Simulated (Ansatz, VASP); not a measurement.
## N: VASP beside Ansatz

Wanted: the spread between two codes on one cell, functional and k mesh. The two relaxations start from unlike cells of this crystal (the structure described is Ansatz's start), so only their ends are compared. Other levels of theory on this material are compared in a session of their own.

Method: plane waves, with VASP 6.6.1 beside it; relaxation of cell and atoms at LDA, in Ansatz 0.2.0.

### Step 1. The starting structure

It takes space group P6_3/mmc (No. 194, hexagonal). Conventional cell: a = 3.529 Å, b = 3.529 Å, c = 6.815 Å, α = 90.00°, β = 90.00°, γ = 120.00°. Nearest to N lie 1 N at 1.09 Å.

Coordinates:

```cif
data_structure
_symmetry_space_group_name_H-M 'P 1'
_symmetry_Int_Tables_number 1
_cell_length_a 3.5294
_cell_length_b 3.5294
_cell_length_c 6.8153
_cell_angle_alpha 90.000
_cell_angle_beta 90.000
_cell_angle_gamma 120.000
_cell_volume 73.52
loop_
_atom_site_label
_atom_site_type_symbol
_atom_site_fract_x
_atom_site_fract_y
_atom_site_fract_z
_atom_site_occupancy
N1 N 0.33333 0.66667 0.33026 1
N2 N 0.33333 0.66667 0.16974 1
N3 N 0.66667 0.33333 0.83026 1
N4 N 0.66667 0.33333 0.66974 1
```

### Step 2. VASP: relaxation of cell and atoms, LDA

The relaxed volume is the usual yardstick between codes: in a stiff, nearly cubic crystal its relative difference is about their pressure difference at one cell divided by the bulk modulus.

Lines of VASP's logs that name or quote its potential files are left out, and so is its time.

INCAR reads:

```
SYSTEM = N
PREC = Accurate
ENCUT = 600
EDIFF = 1E-07
NELM = 120
ISMEAR = 0
SIGMA = 0.02
LREAL = .FALSE.
ALGO = Normal
GGA = PW92
NBANDS = 16
LORBIT = 11
LWAVE = .FALSE.
LCHARG = .FALSE.
ISIF = 3
IBRION = 2
NSW = 80
EDIFFG = -0.005
LASPH = .TRUE.
GGA_COMPAT = .FALSE.
NELMIN = 4
EFERMI = MIDGAP
KPAR = 2
```

POSCAR reads:

```
N
1.0
    3.4889069520     -0.0000000066      0.0000000000
   -1.7444529875      3.0214822144      0.0000000000
    0.0000000000      0.0000000000      6.7494220193
N
4
Direct
    0.3333335913      0.6666668556      0.3317339015
    0.3333335913      0.6666668556      0.1682660985
    0.6666669247      0.3333335222      0.8317339015
    0.6666669247      0.3333335222      0.6682660985
```

KPOINTS reads:

```
Automatic mesh
0
Gamma
9 9 4
0 0 0
```

Potentials, in the order of the species: N (LDA family, release 64).

On the command line:

```sh
mpirun -np 2 vasp_std
```

Numbers of over 12 decimals in the logs are rounded to 6 here.

Log:

```text
[banner, memory and clock lines left out]
running    2 mpi-ranks, on    1 nodes
 distrk:  each k-point on    1 cores,    2 groups
 distr:  one band on    1 cores,    1 groups

 POSCAR found type information on POSCAR N
 POSCAR found :  1 types and       4 ions
|                                                                             |
|               ----> ADVICE to this user running VASP <----                  |
|                                                                             |
|     You enforced a specific xc type in the INCAR file but a different       |
|     [... a line on the potential file left out ...]
|     I HOPE YOU KNOW WHAT YOU ARE DOING!                                     |
|                                                                             |

 LDA part: xc-table for (Slater(with rela. corr.)+PW92), standard interpolation
 POSCAR, INCAR and KPOINTS ok, starting setup
 FFT: planning ... GRIDC
 FFT: planning ... GRID_SOFT
 FFT: planning ... GRID
 WAVECAR not read
 entering main loop
       N       E                     dE             d eps       ncg     rms          rms(c)
DAV:   1     0.111872312599E+03    0.11187E+03   -0.10864E+04  1152   0.122E+03
DAV:   2    -0.298209613048E+02   -0.14169E+03   -0.13758E+03  1648   0.249E+02
DAV:   3    -0.370468018361E+02   -0.72258E+01   -0.72007E+01  1216   0.655E+01
DAV:   4    -0.370952707374E+02   -0.48469E-01   -0.48450E-01  1512   0.634E+00
DAV:   5    -0.370956964007E+02   -0.42566E-03   -0.42566E-03  1272   0.534E-01    0.111E+01
DAV:   6    -0.355974936726E+02    0.14982E+01   -0.18907E+00  1168   0.101E+01    0.627E+00
DAV:   7    -0.352401884135E+02    0.35731E+00   -0.11118E+00  1456   0.794E+00    0.164E+00
DAV:   8    -0.352262317070E+02    0.13957E-01   -0.80117E-02  1200   0.197E+00    0.237E-01
DAV:   9    -0.352260938093E+02    0.13790E-03   -0.26584E-03  1264   0.384E-01    0.116E-01
DAV:  10    -0.352260945653E+02   -0.75605E-06   -0.43248E-04  1336   0.153E-01    0.342E-02
DAV:  11    -0.352260819499E+02    0.12615E-04   -0.25526E-05  1328   0.417E-02    0.528E-03
DAV:  12    -0.352260825577E+02   -0.60779E-06   -0.42560E-06  1360   0.156E-02    0.603E-03
DAV:  13    -0.352260824445E+02    0.11324E-06   -0.42933E-07  1320   0.542E-03    0.848E-04
DAV:  14    -0.352260824490E+02   -0.45686E-08   -0.44349E-08   760   0.149E-03
   1 F= -.35226082E+02 E0= -.35226082E+02  d E =-.352261E+02
[... from here on, the cycles between the ionic steps are left out ...]
   2 F= -.35226087E+02 E0= -.35226087E+02  d E =-.449493E-05
   3 F= -.35226087E+02 E0= -.35226087E+02  d E =-.466722E-05
   4 F= -.35226087E+02 E0= -.35226087E+02  d E =-.348193E-06
   5 F= -.35226089E+02 E0= -.35226089E+02  d E =-.138727E-05
   6 F= -.35226091E+02 E0= -.35226091E+02  d E =-.344065E-05
   7 F= -.35226095E+02 E0= -.35226095E+02  d E =-.744938E-05
   8 F= -.35226102E+02 E0= -.35226102E+02  d E =-.150719E-04
   9 F= -.35226116E+02 E0= -.35226116E+02  d E =-.287349E-04
  10 F= -.35226137E+02 E0= -.35226137E+02  d E =-.498042E-04
 curvature:  -5.10 expect dE=-0.254E-03 dE for cont linesearch -0.935E-05
 ZBRENT: increasing intervall
 opt :   0.8264  next Energy=   -35.226155 (dE=-0.674E-04)
 bond charge predicted
       N       E                     dE             d eps       ncg     rms          rms(c)
DAV:   1    -0.352264547231E+02   -0.31773E-03   -0.67214E-02  1152   0.197E+00    0.142E-01
DAV:   2    -0.352262501307E+02    0.20459E-03   -0.77224E-04  1288   0.235E-01    0.699E-02
DAV:   3    -0.352261597370E+02    0.90394E-04   -0.16931E-04  1184   0.913E-02    0.197E-02
DAV:   4    -0.352261544201E+02    0.53169E-05   -0.61828E-06  1344   0.185E-02    0.619E-03
DAV:   5    -0.352261541334E+02    0.28679E-06   -0.10520E-06  1368   0.771E-03    0.172E-03
DAV:   6    -0.352261541600E+02   -0.26670E-07   -0.42096E-08   840   0.150E-03
  11 F= -.35226154E+02 E0= -.35226154E+02  d E =-.670438E-04
 curvature:  -9.60 expect dE=-0.275E-04 dE for cont linesearch -0.410E-08
 trial: gam=-0.02474 g(F)=  0.149E-06 g(S)=  0.272E-05 ort = 0.124E-05 (trialstep = 0.167E+00)
 search vector abs. value=  0.503E-05
 reached required accuracy - stopping structural energy minimisation
```

From OUTCAR (step 2):

```text
ion  position               nearest neighbor table
   1  0.333  0.667  0.332-   2 1.10
   2  0.333  0.667  0.168-   1 1.10
   3  0.667  0.333  0.832-   4 1.10
   4  0.667  0.333  0.668-   3 1.10

  LATTYP: Found a hexagonal cell.
 ALAT       =     3.4889069520
 C/A-ratio  =     1.9345376968

 Subroutine GETGRP returns: Found 24 space group operations
 (whereof 12 operations were pure point group operations)

The static configuration has the point symmetry D_3d.
 The point group associated with its full space group is D_6h.

 Found     36 irreducible k-points:

   k-points           NKPTS =     36   k-points in BZ     NKDIM =     36   number of bands    NBANDS=     16

   dimension x,y,z NGX =    28 NGY =   28 NGZ =   54
   dimension x,y,z NGXF=    56 NGYF=   56 NGZF=  108

   ENCUT  =  600.0 eV  44.10 Ry    6.64 a.u.   6.97  6.97 13.48*2*pi/ulx,y,z

   NELECT =      20.0000    total number of electrons

 k-points in reciprocal lattice and weights: Automatic mesh
   0.00000000  0.00000000  0.00000000       0.003
   0.11111111  0.00000000  0.00000000       0.019
   0.22222222  0.00000000  0.00000000       0.019
   0.33333333  0.00000000  0.00000000       0.019
   0.44444444  0.00000000  0.00000000       0.019
   0.11111111  0.11111111  0.00000000       0.019
   0.22222222  0.11111111  0.00000000       0.037
   0.33333333  0.11111111  0.00000000       0.037
   0.44444444  0.11111111  0.00000000       0.019
[...]
0.33333333  0.22222222  0.50000000       0.037
   0.33333333  0.33333333  0.50000000       0.006

 average (electrostatic) potential at core
       1 -71.6717       2 -71.6717       3 -71.6717       4 -71.6717

 E-fermi :  -2.1116

 k-point     1 :       0.0000    0.0000    0.0000
  band No.  band energies     occupation
    ...
      6      -7.1004      2.00000
      7      -7.1004      2.00000
      8      -6.9687      2.00000
      9      -6.9687      2.00000
     10      -5.1841      2.00000
     11       2.4986      0.00000
     12       2.4986      0.00000
     13       3.0395      0.00000
     14       3.0395      0.00000
     15       5.4670      0.00000
    ...

 k-point     2 :       0.1111    0.0000    0.0000
  band No.  band energies     occupation
    ...
      6      -7.2193      2.00000
      7      -7.1346      2.00000
      8      -6.9836      2.00000
      9      -6.8055      2.00000
     10      -5.1872      2.00000
     11       2.3301      0.00000
     12       2.4224      0.00000
     13       2.8553      0.00000
     14       3.0576      0.00000
     15       5.7360      0.00000
    ...

 k-point     3 :       0.2222    0.0000    0.0000
  band No.  band energies     occupation
    ...
      6      -7.4964      2.00000
      7      -7.2157      2.00000
      8      -7.0254      2.00000
      9      -6.5507      2.00000
     10      -5.2208      2.00000
     11       1.8670      0.00000
     12       2.2565      0.00000
     13       2.5066      0.00000
     14       3.0788      0.00000
     15       6.2405      0.00000
    ...

  Total       -0.0103057     -0.0103057     -0.0036129     -0.0000000      0.0000000      0.0000000
  in kB       -0.2310990     -0.2310991     -0.0810182     -0.0000000      0.0000000      0.0000000
  external PRESSURE =      -0.1810721 kB  Pullay stress =       0.0000000 kB

  energy-cutoff  :      600.00
  volume of cell :       71.45
      direct lattice vectors                 reciprocal lattice vectors
     3.487344285 -0.000000007  0.000000000     0.286751155  0.165555801  0.000000000
    -1.743671654  3.020128905  0.000000000     0.000000001  0.331111695  0.000000000
     0.000000000 -0.000000000  6.783715445    -0.000000000 -0.000000000  0.147411844

 POSITION                                       TOTAL-FORCE (eV/Angst)
 -----------------------------------------------------------------------------------
      0.00000      2.01342      2.24759        -0.000000      0.000000     -0.000880
      0.00000      2.01342      1.14427        -0.000000      0.000000      0.000880
      1.74367      1.00671      5.63945         0.000000      0.000000     -0.000880
      1.74367      1.00671      4.53613         0.000000     -0.000000      0.000880
 -----------------------------------------------------------------------------------
    total drift:                               -0.001097     -0.001088     -0.000004

  FREE ENERGIE OF THE ION-ELECTRON SYSTEM (eV)
  ---------------------------------------------------
  free  energy   TOTEN  =       -35.2261541600 eV

  energy  without entropy=      -35.2261541600  energy(sigma->0) =      -35.22615416

 reached required accuracy - stopping structural energy minimisation

 total charge
# of ion       s       p       d       tot
------------------------------------------
    1        1.360   2.475   0.000   3.836
    2        1.360   2.475   0.000   3.836
    3        1.360   2.475   0.000   3.836
    4        1.360   2.475   0.000   3.836
--------------------------------------------------
tot          5.440   9.902   0.000  15.342

[... 3 further parts left out ...]
```

### Step 3. Ansatz: relaxation of cell and atoms, LDA

Ansatz runs on its default PAW (the set named soft_2) files.

Its own start cell and the same functional (in two slightly different forms), mesh and smearing now go to Ansatz, which takes its cutoff from its data sets.

input.yaml reads:

```yaml
crystal:
  lattice:
    - [3.5294389264, -2.445e-07, 0.0]
    - [-1.7647192515, 3.0565838936, 0.0]
    - [0.0, 0.0, 6.8152991198]
  atoms:
    - { symbol: "N", position: [0.3333333333, 0.6666666667, 0.3302644902] }
    - { symbol: "N", position: [0.3333333333, 0.6666666667, 0.1697355098] }
    - { symbol: "N", position: [0.6666666667, 0.3333333333, 0.8302644902] }
    - { symbol: "N", position: [0.6666666667, 0.3333333333, 0.6697355098] }
kpoints:
  mp_grid: { grid: [9, 9, 4] }
hamiltonian:
  xc: lda
scf:
  occupations: { method: gaussian, width: 0.02 }
output:
  forces: true
  stress: true
  eigenvalues: true
  write_density: true
  write_potential: true
  elf: true
  volumetric_format: npy
relax:
  adjacent_minimum: "off"
  f_tol: 0.005
  max_steps: 80
  cell: { stress_tol: 0.05 }
```

On the command line:

```sh
ansatz run input.yaml --threads 4 --pin off --max-ram 8192MiB --backend cpu --events-out ev --progress --plain --runs-dir out
```

Log:

```text
Engine: ansatz 0.2.0, aarch64-unknown-linux-gnu
Pseudopotentials: kind: paw
Pseudopotential: N, paw, valence charge 5, recommended cutoff 420 eV (normal), N.paw.azcp
Functional definition: SPW92
  exchange = slater_x
  correlation = pw_c
Crystal: 4 atoms, lattice volume = 73.524 Å³
Basis set: ecut = 420 eV, 1445 PW (Γ)
Bands: 14, of which v1, the nominal top of the filled ones, is band 10 counted from 1 (9 counted from 0)
Symmetry: 24 space group operations
Space group: P63/mmc (ITA 194), of the structure as read, at distance tolerance 4.2e-5 Å
k-points: 36 of 324
Non-local potential: N, projectors of the file, l = 0: 2, l = 1: 2, l = 2: 1
PAW form: soft (Blöchl's): semilocal exchange-correlation on the pseudo side does not see the compensation charge
PAW frozen core: N, regenerated for the run's functional, and the local potential with it (the file was generated under x = pbe(κ = 0.804, μ = 0.219515), c = pbe(β = 0.066725))
PAW one-centre angular grid: N, 110 points (default); XC on 64 Gauss nodes
Initial density: superposition of atomic densities (neutral atoms: chi_scale 0, normalization atom), corrected by the library's trained network
Initial wavefunctions: pseudopotential atomic-orbital guess
Functional: x = slater, c = lda
SCF iter   1: F=—  HF=-1494.518042 eV  |F-HF|=—  |Δ(HF+E_count)|=         —  Δρ=7.38e-3  dr2=4.37e-2  ethr=1.77e-3  ⟨swp⟩=5.4  Hψ=2750  notcnv=0
preconditioner: auto → none  [insulator: Δε(μ)=6.335 eV  Ē_g=13.060 eV  σ=0.020 eV  W_gap=1.00  n_scr=10 (ndim 8)  ℏωp=19.4 eV  f_vac=0.173  D(μ)=0.00/eV (n_scr^D=0)  ε∞_Penn≈3.2]
SCF iter   2: F=—  HF=-1494.504056 eV  |F-HF|=—  |Δ(HF+E_count)|=   1.40e-2  Δρ=2.46e-3  dr2=2.37e-3  ethr=2.19e-4  ⟨swp⟩=2.9  Hψ=1250  notcnv=0
SCF iter   3: F=—  HF=-1494.503739 eV  |F-HF|=—  |Δ(HF+E_count)|=   3.18e-4  Δρ=8.48e-4  dr2=2.39e-4  ethr=1.18e-5  ⟨swp⟩=2.0  Hψ=792  notcnv=0
SCF iter   4: F=—  HF=-1494.503737 eV  |F-HF|=—  |Δ(HF+E_count)|=   1.98e-6  Δρ=4.82e-5  dr2=7.49e-7  ethr=1.19e-6  ⟨swp⟩=1.5  Hψ=625  notcnv=0
SCF iter   5: F=—  HF=-1494.503741 eV  |F-HF|=—  |Δ(HF+E_count)|=   4.24e-6  Δρ=1.25e-5  dr2=3.92e-8  ethr=3.75e-9  ⟨swp⟩=2.3  Hψ=853  notcnv=0
SCF iter   6: F=-1494.503741 eV  HF=-1494.503741 eV  |F-HF|=1.89e-9  |Δ(HF+E_count)|=   2.22e-8  Δρ=2.91e-6  dr2=3.45e-9  ethr=1.96e-10  ⟨swp⟩=6.0  Hψ=3077  notcnv=0
SCF 1 converged in 6 iterations: F = -1494.503741 eV  dr2 = 3.45e-9
  greatest PAW one-centre occupation: 0.851 electrons in one spin orbital (limit 2), on the N atom at site 3 (counted from 0), in its partial waves of l = 0
relax step   1: F+E_penalty+E_count = -1494.50374089 eV  Δ(F+E_penalty+E_count) = +0.000e0 eV  max|allowed force component| = 2.673e-3 eV/Å  Δτ_max = 0.0000 Å  P = +0.001 GPa  Ω = 73.524 Å³  (6 SCF iters, dr2 threshold 1.00e-7 eV, accepted)
Initial density: handed on by an earlier stage of this run
Initial wavefunctions: pseudopotential atomic-orbital guess (no wavefunctions were taken with the density)
iter 1 solved again at ethr=5.87e-8 eV; its pass at ethr=3.10e-3 eV (dr2=1.17e-5 eV) is discarded
SCF iter   1: F=—  HF=-1494.503738 eV  |F-HF|=—  |Δ(HF+E_count)|=         —  Δρ=2.79e-6  dr2=3.67e-9  ethr=5.87e-8  ⟨swp⟩=3.1  Hψ=4218  notcnv=0
preconditioner: auto → none  [insulator: Δε(μ)=6.389 eV  Ē_g=13.077 eV  σ=0.020 eV  W_gap=1.00  n_scr=10 (ndim 8)  ℏωp=19.4 eV  f_vac=0.125  D(μ)=0.00/eV (n_scr^D=0)  ε∞_Penn≈3.2]
SCF iter   2: F=—  HF=-1494.503741 eV  |F-HF|=—  |Δ(HF+E_count)|=   2.98e-6  Δρ=1.42e-6  dr2=3.89e-10  ethr=1.83e-11  ⟨swp⟩=2.6  Hψ=955  notcnv=0
SCF iter   3: F=—  HF=-1494.503741 eV  |F-HF|=—  |Δ(HF+E_count)|=  1.16e-10  Δρ=4.63e-7  dr2=4.51e-11  ethr=1.95e-12  ⟨swp⟩=1.4  Hψ=663  notcnv=0
SCF iter   4: F=-1494.503741 eV  HF=-1494.503741 eV  |F-HF|=6.82e-13  |Δ(HF+E_count)|=  9.32e-12  Δρ=4.05e-8  dr2=6.57e-13  ethr=1.00e-12  ⟨swp⟩=5.2  Hψ=2104  notcnv=0
SCF 2 converged in 4 iterations: F = -1494.503741 eV  dr2 = 6.57e-13
relax step   2: F+E_penalty+E_count = -1494.50374089 eV  Δ(F+E_penalty+E_count) = -6.987e-10 eV  max|allowed force component| = 2.581e-3 eV/Å  Δτ_max = 0.0000 Å  P = +0.001 GPa  Ω = 73.524 Å³  stress off target by 3.69e-2 GPa  SCF on the basis re-selected at this cell (its energy is not comparable with the rows above)  (4 SCF iters)
basis re-selected at this cell: Δ(F+E_penalty+E_count) = -6.987e-10 eV, ΔP = -0.000 GPa vs the last step (what re-selecting the basis moved, of the pressure what is left beyond the Pulay correction that the steps carried, after the strain that the cell walked since its last selection, with what the two solves' SCF thresholds leave and, on support functions, any second-order correction that the steps lacked; it is no  [...]
SCF converged after 4 iterations
Free energy (F): -1494.503741 eV
Harris-Foulkes:  -1494.503741 eV  (|F-HF|=6.82e-13)
Internal energy: -1494.503741 eV  (E = F + TS)
E sigma→0 (E₀):  -1494.503741 eV
Fermi energy:    -1.081988 eV
--- Per-component energies (eV) ---
  E_band       = -195.625235
  E_kinetic    = 500.105785
  E_local      = -1370.138432  (includes V_loc(G=0)·N_el)
  E_nonlocal   = 198.240684
  E_hartree    = 422.374693
  E_xc         = -225.226219
  E_vxc        = -287.317423  (∫ρ·V_xc dr)
  E_paw        = -472.913512  (= ΣΔE_a)
  E_vpaw       = -81.265580  (= ΣTr[D̂ρ^β])
  E_aug_tail   = 0.000326  (compensation charges beyond the density's cutoff)
  E_ewald      = -547.267242
  E_core_change = 0.320176  (= ΣΔE_core)
  E_smearing   = -0.000000  (= −TS)
  E_closure    = 0.000000  (closes the sum)
  Σ components = -1494.503741   (vs F -1494.503741, Δ=0.00e0)
--- Forces (eV/Å), atoms counted from 1 ---
  atom   1  N      0.00000000     0.00000000     0.00258079
  atom   2  N      0.00000000     0.00000000    -0.00258079
  atom   3  N     -0.00000000    -0.00000000     0.00258079
  atom   4  N     -0.00000000    -0.00000000    -0.00258079
  max |Σ_I F_I| component: 8.67e-19 eV/Å
--- Stress (GPa, compression-positive) ---
       -0.017094       0.000000       0.000000
        0.000000      -0.017094       0.000000
        0.000000       0.000000       0.036906
  P = ⅓ Tr σ = 0.0009 GPa (0.009 kbar)
--- Band table (eV; the first three rows and the last of 36) ---
  k-point 0: bands = [... 6 lower, -6.1661, -6.0417, -6.0417, -4.2765, 3.5950, 3.5950, 4.1244, 4.1244]
  k-point 1: bands = [... 6 lower, -6.0604, -6.0604, -5.8095, -4.4903, 3.6692, 3.6692, 4.0441, 4.0441]
  k-point 2: bands = [... 6 lower, -6.1047, -6.1047, -5.0639, -5.0639, 3.8529, 3.8529, 3.8529, 3.8529]
  k-point 35: bands = [... 6 lower, -6.6202, -6.6202, -4.8864, -4.8864, 2.8924, 2.8924, 3.1290, 3.1290]
--- Relaxed structure (1 steps of the walk, 1 accepted, 1 SCFs on fresh bases) ---
  F+E_penalty+E_count = -1494.50374089 eV   max|allowed force component| = 2.581e-3 eV/Å   (the final SCF, on the basis selected at the relaxed cell)
  cell:  # Å, volume = 73.5236 Å³
    - [3.529439, -2.444750520665176e-7, 0.0]
    - [-1.764719, 3.056584, 0.0]
    - [0.0, 0.0, 6.8152991198]
  atoms:
    - { symbol: N, position: [0.333333, 0.666667, 0.330264] }
    - { symbol: N, position: [0.333333, 0.666667, 0.169736] }
    - { symbol: N, position: [0.666667, 0.333333, 0.8302644902] }
    - { symbol: N, position: [0.666667, 0.333333, 0.6697355098] }
```

### Step 4. Comparison

Known differences besides the potentials themselves: the cutoff is 420 eV in Ansatz and 600 eV in VASP; VASP's log shows a relativistic correction to its local exchange, Ansatz's none; Ansatz adds a Pulay correction to the stress that steers its cell, VASP none. Total energies have different zeros and are not compared.

Compared:

```tsv
quantity	Ansatz	VASP	difference
volume (Å³)	73.52	71.45	+2.91 %
edge a after relaxation, in the typed setting (Å)	3.529	3.487	+1.21 %
edge c after relaxation, in the typed setting (Å)	6.815	6.784	+0.47 %
```

### Step 5. What came out

- difference in volume (relaxation of cell and atoms, LDA): 2.9 %

The difference in volume is 2.9 % (relaxation of cell and atoms, LDA), beyond the 1.2 % picked in this series as the mark of a large difference, as far as the stopping tolerances let one tell. What causes the difference of the relaxation of cell and atoms, LDA pair stays open here. VASP runs on this material, other cells of it included, that failed, so that no pair exists: relaxation of cell and atoms, LDA (not converged). 12 further runs of this series are not shown here. Such differences can come from data sets, numerical settings and the points named under the comparisons, not from the functional's error against experiment.

[Lines on the potential files, build, host, timing and source positions are cut from VASP's logs without a mark.]

[Logs are printed without paths, hosts, clocks, repeated set-up lines and the standing remarks that a program may print on its own settings, such as how far it seeks lower states.]

[Hosts, paths, dates, database ids (printed as entryN), source tags and the programs' standing remarks are cut or masked in the printed files.]
